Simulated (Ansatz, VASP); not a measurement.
LaMnIn: VASP beside Ansatz

```
La In Mn
1.0
     4.56251    0.00000    0.00000
    -2.28126    3.95125    0.00000
     0.00000    0.00000    4.06906
La In Mn
1 1 1
Direct
  0.00000 0.00000 0.00000
  0.33333 0.66667 0.50000
  0.66667 0.33333 0.50000
```

Change from the starting cell: volume scaled by 0.98.

Alike in both runs: task single point; functional PBE; k mesh 7 × 7 × 7; occupations fermi-dirac, width 0.05 eV; collinear spin, ferromagnetic start.

```csv
,VASP,Ansatz
version,VASP 6.6.1,Ansatz 0.2.0
potentials or method,"VASP PAW PBE potentials, release 64 (La, In_d, Mn_pv)",Ansatz PAW
plane-wave cutoff (eV),520,420
valence electrons in the cell,37,39
```

Ansatz gave:

| Quantity | Value |
| --- | --- |
| gap on the k mesh at the Fermi level (eV) | none |
| pressure (GPa) | 6.5 |
| largest component of the traceless stress (GPa) | 3.06 |
| net moment per atom (μB) | 1.05 |
| size of the moment on the site where the two differ most (μB) | 0.05 |

What did VASP give for the same quantities?

gap on the k mesh at the Fermi level (eV): none; pressure (GPa): 6.5; largest component of the traceless stress (GPa): 3.06; net moment per atom (μB): 1.05; size of the moment on the site where the two differ most (μB): 0.09.

Site moments also hang on the region over which each program counts them. A gap of «none» marks a metal or a gap that the smearing closes. The two sets of potentials don't hold the same shells in valence.

The runs have no spin-orbit coupling, so splittings on La are missing.
